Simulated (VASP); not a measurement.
OSZICAR of a VASP run on Sc (hcp):

### OSZICAR
```
       N       E                     dE             d eps       ncg     rms          rms(c)
DAV:   1     0.398987753713E+03    0.39899E+03   -0.11083E+04  1920   0.156E+03
DAV:   2     0.164334601721E+02   -0.38255E+03   -0.37691E+03  2711   0.658E+02
DAV:   3    -0.765554119723E+01   -0.24089E+02   -0.23561E+02  3167   0.186E+02
DAV:   4    -0.816352214476E+01   -0.50798E+00   -0.48532E+00  3001   0.245E+01
DAV:   5    -0.817164179532E+01   -0.81197E-02   -0.80828E-02  3181   0.318E+00    0.726E+00
DAV:   6    -0.706668188099E+01    0.11050E+01   -0.26764E+00  2417   0.211E+01    0.214E+00
DAV:   7    -0.693561264753E+01    0.13107E+00   -0.58168E-01  2522   0.891E+00    0.816E-01
DAV:   8    -0.692765024638E+01    0.79624E-02   -0.30446E-02  2599   0.267E+00    0.236E-01
DAV:   9    -0.692654960826E+01    0.11006E-02   -0.80167E-03  2494   0.110E+00    0.319E-02
DAV:  10    -0.692663567959E+01   -0.86071E-04   -0.21581E-04  3024   0.201E-01    0.100E-02
DAV:  11    -0.692663560261E+01    0.76978E-07   -0.11481E-05  2585   0.417E-02    0.248E-03
DAV:  12    -0.692663740265E+01   -0.18000E-05   -0.48386E-07  1492   0.116E-02    0.124E-03
DAV:  13    -0.692663717060E+01    0.23205E-06   -0.18529E-07  1289   0.820E-03
   1 F= -.69266372E+01 E0= -.69272767E+01  d E =-.692664E+01
       N       E                     dE             d eps       ncg     rms          rms(c)
DAV:   1    -0.759711013148E+01   -0.67047E+00   -0.20147E+01  2446   0.778E+01    0.559E+00
DAV:   2    -0.701183760365E+01    0.58527E+00   -0.16022E+00  2480   0.182E+01    0.175E+00
DAV:   3    -0.695044299739E+01    0.61395E-01   -0.28802E-01  2669   0.720E+00    0.777E-01
DAV:   4    -0.694838513180E+01    0.20579E-02   -0.15403E-02  3104   0.173E+00    0.158E-01
DAV:   5    -0.694798161816E+01    0.40351E-03   -0.29289E-03  2642   0.738E-01    0.299E-02
DAV:   6    -0.694798114894E+01    0.46921E-06   -0.10037E-04  3330   0.171E-01    0.607E-03
DAV:   7    -0.694798155534E+01   -0.40640E-06   -0.44571E-06  2453   0.328E-02
   2 F= -.69479816E+01 E0= -.69487505E+01  d E =-.213444E-01
       N       E                     dE             d eps       ncg     rms          rms(c)
DAV:   1    -0.695444043311E+01   -0.64593E-02   -0.19261E-01  2481   0.759E+00    0.540E-01
DAV:   2    -0.694877551244E+01    0.56649E-02   -0.16954E-02  2512   0.185E+00    0.162E-01
DAV:   3    -0.694826232253E+01    0.51319E-03   -0.24172E-03  2779   0.667E-01    0.693E-02
DAV:   4    -0.694823498469E+01    0.27338E-04   -0.13390E-04  3190   0.158E-01    0.125E-02
DAV:   5    -0.694823245857E+01    0.25261E-05   -0.22943E-05  2555   0.648E-02    0.325E-03
DAV:   6    -0.694823235021E+01    0.10835E-06   -0.69174E-07  1058   0.185E-02
   3 F= -.69482324E+01 E0= -.69490116E+01  d E =-.215952E-01
       N       E                     dE             d eps       ncg     rms          rms(c)
DAV:   1    -0.695337077363E+01   -0.51383E-02   -0.54245E-01  2221   0.159E+01    0.516E-01
DAV:   2    -0.695168146161E+01    0.16893E-02   -0.40298E-02  2943   0.353E+00    0.305E-01
DAV:   3    -0.694958598727E+01    0.20955E-02   -0.59687E-03  3498   0.110E+00    0.573E-02
DAV:   4    -0.694956008894E+01    0.25898E-04   -0.36506E-04  2612   0.266E-01    0.291E-02
DAV:   5    -0.694955054183E+01    0.95471E-05   -0.27014E-05  3291   0.748E-02    0.938E-03
DAV:   6    -0.694955049780E+01    0.44026E-07   -0.18760E-06  1366   0.225E-02
   4 F= -.69495505E+01 E0= -.69502626E+01  d E =-.131815E-02
       N       E                     dE             d eps       ncg     rms          rms(c)
DAV:   1    -0.695037595357E+01   -0.82541E-03   -0.10108E-01  2235   0.687E+00    0.222E-01
DAV:   2    -0.695007673909E+01    0.29921E-03   -0.75319E-03  2978   0.152E+00    0.132E-01
DAV:   3    -0.694968914168E+01    0.38760E-03   -0.11002E-03  3490   0.472E-01    0.246E-02
DAV:   4    -0.694968422576E+01    0.49159E-05   -0.66308E-05  2644   0.114E-01    0.125E-02
DAV:   5    -0.694968234488E+01    0.18809E-05   -0.38568E-06  1814   0.317E-02    0.443E-03
DAV:   6    -0.694968240402E+01   -0.59136E-07   -0.10650E-06  1044   0.214E-02
   5 F= -.69496824E+01 E0= -.69503278E+01  d E =-.145005E-02
```

Question: Which electronic solver shows in the log?

Answer: It is blocked Davidson (ALGO = Normal, or the opening steps of other solvers). The INCAR had ALGO = Normal.

Question: Can the final energy be trusted as converged?

Answer: The calculation finished and met its thresholds. It stopped with EDIFF = 1E-6, NELM = 100, NSW = 60 and EDIFFG = -0.01 after 5 ionic steps (optB88-vdW, plane waves, VASP's PBE PAW potentials (set 64)). Energy and stress use the plane-wave basis of the starting cell.

The compound is Sc in the hcp structure. This run relaxes it. Symmetry was kept, so distortions that lower it aren't found.
